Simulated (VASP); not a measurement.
A convergence study with VASP on CoSi2 (space group no. 225 when undisturbed): one setting is varied, all else stays as given below, so the limit is that of these other settings. One atom is moved off its site, so that forces are finite.

```
CoSi2
1.0
    0.00000     2.67196     2.67196
    2.67196     0.00000     2.67196
    2.67196     2.67196     0.00000
Co Si
1 2
Direct
  0.00936   0.00936   0.99064
  0.25000   0.25000   0.25000
  0.75000   0.75000   0.75000
```

Level of theory: PBEsol GGA, VASP's PBE PAW potentials (set 64) (plane waves; VASP). The tightest run used: 300 eV cut-off, 15×15×15 Γ-centred mesh, Fermi-Dirac smearing of 0.10 eV, potentials Co Si.

```csv
setting,E (eV/atom),pressure (GPa),largest force (eV/Å),irreducible k-points
2×2×2 mesh,-6.7652,-6.92,0.781,4
3×3×3 mesh,-6.9297,-3.56,0.587,6
4×4×4 mesh,-6.9896,-3.47,0.577,13
5×5×5 mesh,-6.9768,-2.93,0.583,18
6×6×6 mesh,-6.9831,-3.08,0.581,30
7×7×7 mesh,-6.9873,-3.18,0.595,40
```

These are the cheaper rows. Estimate the results at 15×15×15 mesh, and how far the last row shown lies from them.

| quantity | tightest run | last row shown is off by |
|---|---|---|
| E (eV/atom) | -6.9850 | -0.0023 |
| pressure (GPa) | -3.14 | -0.04 |
| largest force (eV/Å) | 0.587 | 0.008 |

Left out are rungs that failed or repeat a setting and relaxations that didn't move; long series are thinned to 24 rows.

The structure is a typed CoSi2 crystal (space group no. 225). The cell was not relaxed at this level, it is distorted from the ideal structure. The run is not spin-polarised, so no magnetic state was tried. The electron count is odd and the run is not spin-polarised, which forces a metal.
